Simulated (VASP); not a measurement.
# GW on SiO2 (Stishovite), part 3 of 4

Wanted: how far GW moves the Kohn-Sham levels of SiO2 (Stishovite). The cell is of the rutile type, one of the forms listed for this formula. The start is a cell from a database of measured crystal structures.

VASP 6.6.1, plane waves and PAW; the level of theory is named at each step.

So far. Step 2 (Ground state): The cell has a gap of 5.61 eV on mesh and path and a pressure of +6.1 GPa, which holds the misfit of the given cell and coordinates with this functional, and any error of cutoff, mesh and data sets. Forces of up to 0.100 eV/Å remain in these settings. Step 3 (Empty bands, functional PBE): WAVECAR now holds 304 bands for 32 electrons.

## Step 4: evGW0 (continued)

Level of this step: evGW0 on PBE; plane waves and PAW (Si_GW, O_GW) (VASP).

From OUTCAR (step 4):

```text
 Found     24 irreducible k-points:

   k-points           NKPTS =     24   k-points in BZ     NKDIM =     96   number of bands    NBANDS=    304

   NELECT =      32.0000    total number of electrons

 E-fermi :  10.7764

 QP shifts <psi_nk| G(iteration)W_0 |psi_nk>: iteration 1
 for sc-GW calculations column KS-energies equals QP-energies in previous step
 and V_xc(KS)=  KS-energies - (<T + V_ion + V_H > + <T+V_H+V_ion>^1  + <V_x>^1)
 k-point   1 :       0.0000    0.0000    0.0000
  band No.  KS-energies  QP-energies   sigma(KS)   V_xc(KS)     V^pw_x(r,r')   Z            occupation Imag(sigma)
    ...
     13       5.4447       3.9724     -21.9565     -20.1492     -25.5613       0.8146       2.0000       0.1058
     14       7.0850       5.7068     -22.5421     -20.8408     -26.5616       0.8101       2.0000       0.1113
     15       7.0850       5.7068     -22.5421     -20.8408     -26.5616       0.8101       2.0000       0.1113
     16       7.9697       6.5882     -22.7434     -21.0325     -27.0353       0.8075       2.0000       0.1153
     17      13.5830      15.0790     -14.1574     -15.9415      -9.9642       0.8385       0.0000      -0.0577
     18      14.6766      15.8736     -10.4836     -11.8801      -6.0209       0.8570       0.0000      -0.0744
     19      16.4906      17.7912     -11.5863     -13.1193      -6.9668       0.8484       0.0000      -0.0777
     20      16.4906      17.7912     -11.5863     -13.1193      -6.9668       0.8484       0.0000      -0.0777
    ...

 k-point   2 :       0.2500    0.0000    0.0000
  band No.  KS-energies  QP-energies   sigma(KS)   V_xc(KS)     V^pw_x(r,r')   Z            occupation Imag(sigma)
    ...
     13       5.4778       4.0222     -22.0812     -20.2932     -25.7252       0.8141       2.0000       0.1065
     14       5.8841       4.3381     -21.6158     -19.6981     -25.7152       0.8062       2.0000       0.1163
     15       6.9817       5.5757     -22.4457     -20.7082     -26.5122       0.8092       2.0000       0.1123
     16       7.5078       6.0703     -22.3181     -20.5376     -26.5645       0.8073       2.0000       0.1145
     17      14.4665      16.0462     -14.4232     -16.3090     -10.2164       0.8376       0.0000      -0.0605
     18      15.2006      16.4819     -10.9304     -12.4334      -6.4230       0.8525       0.0000      -0.0750
     19      16.6591      17.9978     -11.7876     -13.3697      -7.1395       0.8462       0.0000      -0.0785
     20      16.7061      17.9684     -11.5683     -13.0557      -7.0134       0.8486       0.0000      -0.0767
    ...

 k-point   3 :       0.5000    0.0000    0.0000
  band No.  KS-energies  QP-energies   sigma(KS)   V_xc(KS)     V^pw_x(r,r')   Z            occupation Imag(sigma)
    ...
     13       5.2603       3.7849     -22.0107     -20.1943     -25.7024       0.8123       2.0000       0.1074
     14       5.2603       3.7849     -22.0107     -20.1943     -25.7024       0.8123       2.0000       0.1074
     15       6.8960       5.4248     -22.1320     -20.3086     -26.3200       0.8068       2.0000       0.1146
     16       6.8960       5.4248     -22.1320     -20.3086     -26.3200       0.8068       2.0000       0.1146
     17      15.7182      17.3245     -13.5919     -15.5139      -9.1414       0.8358       0.0000      -0.0711
     18      15.7182      17.3245     -13.5919     -15.5139      -9.1414       0.8358       0.0000      -0.0711
     19      17.0719      18.3925     -11.4786     -13.0384      -6.8061       0.8466       0.0000      -0.0805
     20      17.0719      18.3925     -11.4786     -13.0384      -6.8061       0.8466       0.0000      -0.0805
    ...

 QP shifts <psi_nk| G(iteration)W_0 |psi_nk>: iteration 2
 k-point   1 :       0.0000    0.0000    0.0000
  band No. old QP-enery  QP-energies   sigma(KS)   T+V_ion+V_H  V^pw_x(r,r')   Z            occupation Imag(sigma)
    ...
     13       3.9724       3.7244     -21.9250      25.5938     -25.5613       0.8168       2.0000       0.1079
     14       5.7068       5.4551     -22.5287      27.9257     -26.5616       0.8127       2.0000       0.1120
     15       5.7068       5.4551     -22.5287      27.9257     -26.5616       0.8127       2.0000       0.1120
     16       6.5882       6.3346     -22.7276      29.0022     -27.0353       0.8089       2.0000       0.1158
     17      15.0790      15.2071     -14.2934      29.5246      -9.9642       0.8417       0.0000      -0.0616
     18      15.8736      15.9891     -10.5488      26.5568      -6.0209       0.8595       0.0000      -0.0761
     19      17.7912      17.9111     -11.6775      29.6099      -6.9668       0.8490       0.0000      -0.0814
     20      17.7912      17.9111     -11.6775      29.6099      -6.9668       0.8490       0.0000      -0.0814
    ...

 QP shifts <psi_nk| G(iteration)W_0 |psi_nk>: iteration 3
 k-point   1 :       0.0000    0.0000    0.0000
  band No. old QP-enery  QP-energies   sigma(KS)   T+V_ion+V_H  V^pw_x(r,r')   Z            occupation Imag(sigma)
    ...
     13       3.7244       3.6813     -21.9223      25.5938     -25.5613       0.8168       2.0000       0.1080
     14       5.4551       5.4105     -22.5255      27.9257     -26.5616       0.8131       2.0000       0.1122
     15       5.4551       5.4105     -22.5255      27.9257     -26.5616       0.8131       2.0000       0.1122
     16       6.3346       6.2893     -22.7236      29.0022     -27.0353       0.8092       2.0000       0.1160
     17      15.2071      15.2138     -14.3095      29.5246      -9.9642       0.8435       0.0000      -0.0638
     18      15.9891      15.9975     -10.5579      26.5568      -6.0209       0.8595       0.0000      -0.0764
     19      17.9111      17.9193     -11.6891      29.6099      -6.9668       0.8493       0.0000      -0.0816
     20      17.9111      17.9193     -11.6891      29.6099      -6.9668       0.8493       0.0000      -0.0816
    ...

 QP shifts <psi_nk| G(iteration)W_0 |psi_nk>: iteration 4
 k-point   1 :       0.0000    0.0000    0.0000
  band No. old QP-enery  QP-energies   sigma(KS)   T+V_ion+V_H  V^pw_x(r,r')   Z            occupation Imag(sigma)
    ...
     13       3.6813       3.6735     -21.9221      25.5938     -25.5613       0.8168       2.0000       0.1080
     14       5.4105       5.4024     -22.5251      27.9257     -26.5616       0.8131       2.0000       0.1122
     15       5.4105       5.4024     -22.5251      27.9257     -26.5616       0.8131       2.0000       0.1122
     16       6.2893       6.2811     -22.7230      29.0022     -27.0353       0.8093       2.0000       0.1160
     17      15.2138      15.2132     -14.3115      29.5246      -9.9642       0.8436       0.0000      -0.0642
     18      15.9975      15.9976     -10.5591      26.5568      -6.0209       0.8595       0.0000      -0.0765
     19      17.9193      17.9193     -11.6906      29.6099      -6.9668       0.8494       0.0000      -0.0816
     20      17.9193      17.9193     -11.6906      29.6099      -6.9668       0.8494       0.0000      -0.0816
    ...

[... 8 parts as in an earlier step ...]

[... 26 further parts left out ...]
```

Numbers from this step:

| Property | Result |
| --- | --- |
| quasiparticle gap on the mesh | 8.932 eV |
| smallest direct quasiparticle gap on the mesh | 8.932 eV |
| gap of the starting orbitals on the mesh | 5.613 eV |

QP gap by iteration, by row:

```csv
iteration,gap (eV),direct gap (eV)
1,8.491,8.491
2,8.873,8.873
3,8.925,8.925
4,8.932,8.932
```

GW takes the gap from 5.613 to 8.932 eV. The last pass still moved it by +8 meV. The value holds for 304 bands, ENCUTGW = 200 eV and this mesh, and isn't shown to be converged in them.

## Step 5: Orbitals for another starting point

This step: PBE; plane waves and PAW (Si_GW, O_GW) (VASP 6.6.1).

A hybrid converges faster from good orbitals, so a cheap PBE run writes WAVECAR first.

File INCAR:

```
SYSTEM = SiO2
PREC = Accurate
ENCUT = 440
EDIFF = 1E-05
NELM = 100
ISMEAR = 0
SIGMA = 0.01
LREAL = .FALSE.
ALGO = Normal
GGA = PE
NBANDS = 22
LORBIT = 11
LWAVE = .TRUE.
LCHARG = .FALSE.
KPAR = 8
```

File POSCAR:

```
SiO2
1.0
    4.1773000000      0.0000000000      0.0000000000
    0.0000000000      4.1773000000      0.0000000000
    0.0000000000      0.0000000000      2.6652000000
Si O
2 4
Direct
    0.0000000000      0.0000000000      0.0000000000
    0.5000000000      0.5000000000      0.5000000000
    0.3059000000      0.3059000000      0.0000000000
    0.1941000000      0.8059000000      0.5000000000
    0.6941000000      0.6941000000      0.0000000000
    0.8059000000      0.1941000000      0.5000000000
```

File KPOINTS:

```
Automatic mesh
0
Gamma
4 4 6
0 0 0
```

The projector-augmented-wave data sets are Si_GW and O_GW (PBE family, release 64).

On the command line:

```sh
$ mpirun -np 8 vasp_std
```

Log:

```text
[banner, memory and clock lines left out]
running    8 mpi-ranks, on    1 nodes
 distrk:  each k-point on    1 cores,    8 groups
 distr:  one band on    1 cores,    1 groups

 POSCAR found type information on POSCAR SiO
 POSCAR found :  2 types and       6 ions
 [... a notice as in an earlier step ...]

 LDA part: xc-table for (Slater+PW92), standard interpolation
 POSCAR, INCAR and KPOINTS ok, starting setup
 FFT: planning ... GRIDC
 FFT: planning ... GRID_SOFT
 FFT: planning ... GRID
 WAVECAR not read
 entering main loop
       N       E                     dE             d eps       ncg     rms          rms(c)
[... 10 cycles as in an earlier step ...]
DAV:  11    -0.462712471326E+02    0.82806E-05   -0.82283E-05  1480   0.976E-02
   1 F= -.46271247E+02 E0= -.46271247E+02  d E =-.363765E-20
 writing wavefunctions
```

Elapsed: 2.4 s, on 8 MPI ranks of Intel Xeon 6975P-C (Granite Rapids), shared host; peak memory 1.2 GiB; 12 s of CPU time.

OUTCAR, selected parts (step 5):

```text
   NELECT =      32.0000    total number of electrons

 E-fermi :   8.0308

 k-point     1 :       0.0000    0.0000    0.0000
  band No.  band energies     occupation
    ...
     12       4.8090      2.00000
     13       5.4446      2.00000
     14       7.0849      2.00000
     15       7.0849      2.00000
     16       7.9697      2.00000
     17      13.5826      0.00000
     18      14.6761      0.00000
     19      16.4902      0.00000
     20      16.4902      0.00000
     21      19.0937      0.00000
    ...

  Total        1.5363230      1.5363230      2.2256759     -0.0000000      0.0000000      0.0000000
  in kB       52.9263531     52.9263531     76.6745745     -0.0000000      0.0000000      0.0000000
  external PRESSURE =      60.8424269 kB  Pullay stress =       0.0000000 kB

 POSITION                                       TOTAL-FORCE (eV/Angst)
 -----------------------------------------------------------------------------------
      0.00000      0.00000      0.00000        -0.000000      0.000000      0.000000
      2.08865      2.08865      1.33260        -0.000000      0.000000      0.000000
      1.27784      1.27784      0.00000        -0.070861     -0.070861      0.000000
      0.81081      3.36649      1.33260         0.070861     -0.070861      0.000000
      2.89946      2.89946      0.00000         0.070861      0.070861     -0.000000
      3.36649      0.81081      1.33260        -0.070861      0.070861     -0.000000
 -----------------------------------------------------------------------------------
    total drift:                               -0.000000      0.000000     -0.000000

  FREE ENERGIE OF THE ION-ELECTRON SYSTEM (eV)
  ---------------------------------------------------
  free  energy   TOTEN  =       -46.2712471326 eV

  energy  without entropy=      -46.2712471326  energy(sigma->0) =      -46.27124713

[... 10 parts as in an earlier step ...]

[... 7 further parts left out ...]
```

This step gave:

```
Fermi energy : 8.031 eV
pressure     : 6.084 GPa
```

The run ends at a pressure of 6.08 GPa, with forces up to 0.10 eV/Å.

## Step 6: Another starting point

This step: HSE06; plane waves and PAW (Si_GW, O_GW) (VASP 6.6.1).

To see how much the result owes to its start, the ground state is made again with HSE06. EDIFF is tight for accurate orbitals, and a narrow smearing avoids fractional occupations.

File INCAR:

```
SYSTEM = SiO2
PREC = Accurate
ENCUT = 440
EDIFF = 1E-08
NELM = 100
ISMEAR = 0
SIGMA = 0.01
LREAL = .FALSE.
ALGO = Normal
LHFCALC = .TRUE.
AEXX = 0.25
GGA = PE
HFSCREEN = 0.2
LASPH = .TRUE.
NBANDS = 22
PRECFOCK = Fast
LORBIT = 11
LWAVE = .TRUE.
LCHARG = .FALSE.
KPAR = 8
```

POSCAR is that of step 5.

KPOINTS is that of step 5.

The WAVECAR or CHGCAR of an earlier step is read.

On the command line:

```sh
$ mpirun -np 8 vasp_std
```

Log:

```text
[banner, memory and clock lines left out]
running    8 mpi-ranks, on    1 nodes
 distrk:  each k-point on    1 cores,    8 groups
 distr:  one band on    1 cores,    1 groups

 POSCAR found type information on POSCAR SiO
 POSCAR found :  2 types and       6 ions
 [... a notice as in an earlier step ...]

 LDA part: xc-table for (Slater+PW92), standard interpolation
 found WAVECAR, reading the header
 POSCAR, INCAR and KPOINTS ok, starting setup
 FFT: planning ... GRIDC
 FFT: planning ... GRID_SOFT
 FFT: planning ... GRID
 reading WAVECAR
 the WAVECAR file was read successfully
 initial charge from wavefunction
 entering main loop
       N       E                     dE             d eps       ncg     rms          rms(c)
DAV:   1    -0.574304036214E+02   -0.57430E+02   -0.91250E-01  1530   0.135E+01    0.648E-01
DAV:   2    -0.574377021318E+02   -0.72985E-02   -0.40820E-02  1524   0.181E+00    0.420E-01
DAV:   3    -0.574348205890E+02    0.28815E-02   -0.24014E-03  1640   0.462E-01    0.255E-01
DAV:   4    -0.574339852380E+02    0.83535E-03   -0.75267E-04  1570   0.207E-01    0.157E-01
DAV:   5    -0.574337587158E+02    0.22652E-03   -0.16744E-04  1706   0.137E-01    0.930E-02
DAV:   6    -0.574336873547E+02    0.71361E-04   -0.43562E-05  1622   0.917E-02    0.529E-02
DAV:   7    -0.574336662895E+02    0.21065E-04   -0.13420E-05  1688   0.508E-02    0.302E-02
DAV:   8    -0.574336601665E+02    0.61230E-05   -0.36021E-06  1704   0.254E-02    0.176E-02
DAV:   9    -0.574336583979E+02    0.17686E-05   -0.10243E-06  1720   0.133E-02    0.104E-02
DAV:  10    -0.574336579545E+02    0.44344E-06   -0.29078E-07  1708   0.757E-03    0.617E-03
DAV:  11    -0.574336578732E+02    0.81277E-07   -0.90581E-08  1516   0.439E-03    0.367E-03
DAV:  12    -0.574336578782E+02   -0.50413E-08   -0.22611E-08   954   0.254E-03
   1 F= -.57433658E+02 E0= -.57433658E+02  d E =-.747103E-62
 writing wavefunctions
```

Wall time 2.7 min (8 MPI ranks); peak memory 2 GiB.

From OUTCAR (step 6):

```text
   k-points           NKPTS =     24   k-points in BZ     NKDIM =     96   number of bands    NBANDS=     22

   NELECT =      32.0000    total number of electrons

  exchange ACFDT corr.  =         0.00000000  see jH, gK, PRB 81, 115126

 E-fermi :   6.6603

 k-point     1 :       0.0000    0.0000    0.0000
  band No.  band energies     occupation
    ...
     12       3.4577      2.00000
     13       4.1378      2.00000
     14       5.7240      2.00000
     15       5.7240      2.00000
     16       6.5448      2.00000
     17      14.2980      0.00000
     18      15.3074      0.00000
     19      17.2058      0.00000
     20      17.2058      0.00000
     21      19.7507      0.00000
    ...

 POSITION                                       TOTAL-FORCE (eV/Angst)
 -----------------------------------------------------------------------------------
      0.00000      0.00000      0.00000         0.000000      0.000000      0.000000
      2.08865      2.08865      1.33260         0.000000      0.000000      0.000000
      1.27784      1.27784      0.00000         0.027460      0.027460      0.000000
      0.81081      3.36649      1.33260        -0.027460      0.027460      0.000000
      2.89946      2.89946      0.00000        -0.027460     -0.027460      0.000000
      3.36649      0.81081      1.33260         0.027460     -0.027460      0.000000
 -----------------------------------------------------------------------------------
    total drift:                               -0.000003     -0.000002     -0.000001

  FREE ENERGIE OF THE ION-ELECTRON SYSTEM (eV)
  ---------------------------------------------------
  free  energy   TOTEN  =       -57.4336578782 eV

  energy  without entropy=      -57.4336578782  energy(sigma->0) =      -57.43365788

[... 8 parts as in an earlier step ...]

[... 8 further parts left out ...]
```

The PAW data sets were made with PBE, which is usual practice but a small mismatch for other functionals.

This step gave:

```yaml
free_energy_toten: -57.4337 eV
fermi_energy: 6.660 eV
gap_on_the_k_mesh: 7.753 eV
least_direct_gap_on_the_k_mesh: 7.753 eV
```

## Step 7: Empty bands, functional HSE06

The next step needs empty bands that the ground-state run didn't converge, so the Hamiltonian is diagonalised exactly for NBANDS bands, in a single step. LOPTICS writes the k-derivatives of the orbitals (WAVEDER), which give the long-wavelength limit of the screening.

File INCAR:

```
SYSTEM = SiO2
PREC = Accurate
ENCUT = 440
ISMEAR = 0
SIGMA = 0.01
LREAL = .FALSE.
LHFCALC = .TRUE.
AEXX = 0.25
GGA = PE
HFSCREEN = 0.2
LASPH = .TRUE.
NBANDS = 304
PRECFOCK = Fast
ALGO = Exact
NELM = 1
LWAVE = .TRUE.
LCHARG = .FALSE.
LOPTICS = .TRUE.
NEDOS = 1000
CSHIFT = 0.1
```

POSCAR is that of step 6.

KPOINTS is that of step 6.

The run starts from files that an earlier step left in the folder.

On the command line:

```sh
$ mpirun -np 8 vasp_std
```

Log:

```text
[... set-up lines as in an earlier step ...]
 entering main loop
       N       E                     dE             d eps       ncg     rms          rms(c)
DIA:   1    -0.574336579446E+02   -0.57434E+02    0.00000E+00     0   0.000E+00
   1 F= -.57433658E+02 E0= -.57433658E+02  d E =-.380663-160
 writing wavefunctions
 optical routines
 imaginary and real dielectric function
 recalculating local potential from charge density
 direction            1
 direction            2
 direction            3
```

The job ended after 11 min (8 MPI ranks; peak memory 2.8 GiB).

OUTCAR, selected parts (step 7):

```text
 POSITION                                       TOTAL-FORCE (eV/Angst)
 -----------------------------------------------------------------------------------
      0.00000      0.00000      0.00000         0.000000      0.000000      0.000000
      2.08865      2.08865      1.33260         0.000000      0.000000      0.000000
      1.27784      1.27784      0.00000         0.027397      0.027397      0.000000
      0.81081      3.36649      1.33260        -0.027397      0.027397      0.000000
      2.89946      2.89946      0.00000        -0.027397     -0.027397      0.000000
      3.36649      0.81081      1.33260         0.027397     -0.027397      0.000000
 -----------------------------------------------------------------------------------
    total drift:                                0.000015      0.000029     -0.000006

  FREE ENERGIE OF THE ION-ELECTRON SYSTEM (eV)
  ---------------------------------------------------
  free  energy   TOTEN  =       -57.4336579446 eV

  energy  without entropy=      -57.4336579446  energy(sigma->0) =      -57.43365794

[... 2 parts as in an earlier step ...]

[... 1 further part left out ...]
[key lines of the parts left out:]
E-fermi :   6.7347
```

[end of part 3 of 4]

[Lines on the potential files, build, host, timing and source positions are cut from VASP's logs without a mark.]

[Logs are printed without paths, hosts, clocks, repeated set-up lines and the standing remarks that a program may print on its own settings, such as how far it seeks lower states.]

[Hosts, paths, dates, database ids (printed as entryN), source tags and the programs' standing remarks are cut or masked in the printed files.]

[Pressures printed for these runs are not shown converged in the cutoff: they can be off by several GPa and have the wrong sign.]
